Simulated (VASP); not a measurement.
All values below come from PBE GGA, VASP's PBE PAW potentials (set 64) (plane waves; VASP 6.6.1).

Input for VASP

KPOINTS:
```
Automatic mesh
0
Gamma
9 9 9
0 0 0
```

### INCAR
```
# general
SYSTEM   = Pb
PREC     = Accurate
ENCUT    = 300
LREAL    = .FALSE.
LASPH    = .TRUE.

# electronic loop
EDIFF    = 1E-8
NELM     = 100
ALGO     = Normal
LMAXMIX  = 4

# smearing
ISMEAR   = -1
SIGMA    = 0.1

# functional
GGA      = PE

# ions
IBRION   = 8
NSW      = 1
ISIF     = 2

# output
LWAVE    = .FALSE.
LCHARG   = .FALSE.

# other
LEPSILON = .FALSE.
```

POSCAR:
```
Pb
3.5001790
  0.0000000000   0.7071066937   0.7071066937
  0.7071066937   0.0000000000   0.7071066937
  0.7071066937   0.7071066937   0.0000000000
Pb
1
Direct
  0.0000000000   0.0000000000   0.0000000000
```

POTCAR, in this order: Pb_d (PBE.64 set). Program: vasp_std.

Task: What will the output report for the number of irreducible k-points (NKPTS), largest plane-wave count, number of space-group operations, FFT grid (NGX, NGY, NGZ)?

Result: 
- number of irreducible k-points (NKPTS) = 35
- largest plane-wave count = 365
- number of space-group operations = 48
- FFT grid (NGX, NGY, NGZ) = 20 × 20 × 20

The structure is a typed Pb crystal (Fm-3m). The cell was not relaxed at this level. The run is one of a series of settings (EDIFF = 1E-8, IBRION = 8, LEPSILON = .FALSE., NSW = 1 against the base run), some of them coarse on purpose.
